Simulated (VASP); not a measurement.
Data:

```yaml
crystal:
  lattice:
    - [2.12907, 1.22922, 7.01807]
    - [-2.12907, 1.22922, 7.01807]
    - [0.00000, -2.45843, 7.01807]
  atoms:
    - { symbol: Mg, position: [0.99045, 0.99045, 0.99045] }
    - { symbol: Mg, position: [0.51047, 0.51047, 0.51047] }
    - { symbol: Te, position: [0.12251, 0.12251, 0.12251] }
    - { symbol: S, position: [0.62654, 0.62654, 0.62654] }
```

Level of theory: PBEsol GGA with spin-orbit coupling, VASP's PBE PAW potentials (set 64) (plane waves; VASP). Numerical set-up: 400 eV cut-off, 6×6×6 Γ-centred mesh, Gaussian smearing of 0.050 eV, potentials Mg Te S.

**Question.** Give the energies of bands 9 to 22 at the high-symmetry points, in eV from the valence-band maximum.

**Answer.** 
```json
[
 {"band": "9", "Γ": "-2.25", "T": "-2.29", "H2": "-3.44", "L": "-3.01", "S0": "-3.53", "F": "-2.76"},
 {"band": "10", "Γ": "-2.25", "T": "-2.29", "H2": "-3.43", "L": "-3.01", "S0": "-3.50", "F": "-2.76"},
 {"band": "11", "Γ": "-1.38", "T": "-2.24", "H2": "-2.75", "L": "-2.70", "S0": "-2.77", "F": "-2.46"},
 {"band": "12", "Γ": "-1.38", "T": "-2.24", "H2": "-2.67", "L": "-2.70", "S0": "-2.69", "F": "-2.46"},
 {"band": "13", "Γ": "-0.47", "T": "-0.58", "H2": "-2.25", "L": "-2.33", "S0": "-2.26", "F": "-1.53"},
 {"band": "14", "Γ": "-0.47", "T": "-0.58", "H2": "-2.17", "L": "-2.33", "S0": "-2.19", "F": "-1.53"},
 {"band": "15", "Γ": "0.00", "T": "-0.04", "H2": "-1.71", "L": "-1.12", "S0": "-1.73", "F": "-0.94"},
 {"band": "16", "Γ": "0.00", "T": "-0.04", "H2": "-1.67", "L": "-1.12", "S0": "-1.69", "F": "-0.94"},
 {"band": "17", "Γ": "1.12", "T": "2.36", "H2": "3.00", "L": "2.78", "S0": "2.94", "F": "1.83"},
 {"band": "18", "Γ": "1.12", "T": "2.36", "H2": "3.03", "L": "2.78", "S0": "2.96", "F": "1.83"},
 {"band": "19", "Γ": "3.44", "T": "3.69", "H2": "3.30", "L": "3.36", "S0": "3.65", "F": "2.80"},
 {"band": "20", "Γ": "3.44", "T": "3.69", "H2": "3.31", "L": "3.36", "S0": "3.69", "F": "2.80"},
 {"band": "21", "Γ": "5.21", "T": "4.62", "H2": "4.45", "L": "4.30", "S0": "4.30", "F": "3.28"},
 {"band": "22", "Γ": "5.21", "T": "4.62", "H2": "4.45", "L": "4.30", "S0": "4.31", "F": "3.28"}
]
```

The gap is direct, 1.12 eV, from the valence maximum at Γ to the conduction minimum at Γ.

The structure comes from a computed database's Mg2TeS entry (R3m); how it stands against other phases isn't given here. It was relaxed first.
